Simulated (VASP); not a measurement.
Input:

```xyz
2
Lattice="1.1450 -1.9832 0.0000 1.1450 1.9832 0.0000 0.0000 0.0000 3.5800" Properties=species:S:1:pos:R:3 pbc="T T T"
Be     1.1450     0.6611     0.8950
Be     1.1450    -0.6611     2.6850
```

Computed with PBE GGA, VASP's PBE PAW potentials (set 64) (plane waves; VASP). Run with LASPH = .FALSE., 400 eV cut-off, 16×16×9 Γ-centred mesh, first-order Methfessel-Paxton smearing of 0.10 eV, potentials Be.

Q: Predict the energy per atom (σ→0), pressure, band gap (on the k-mesh) with the smallest direct gap where there is one.

A: 
```json
{
 "band gap (on the k-mesh)": "none (metal, semimetal or under 0.01 eV)",
 "energy per atom (σ→0)": "-3.766 eV/atom",
 "pressure": "-3.06 GPa"
}
```

The absolute energy has meaning only against runs of the same code, potentials and settings.

The compound is Be in the hcp structure. The cell was not relaxed at this level. The run is one of a series of settings (LASPH = .FALSE. against the base run), some of them coarse on purpose.
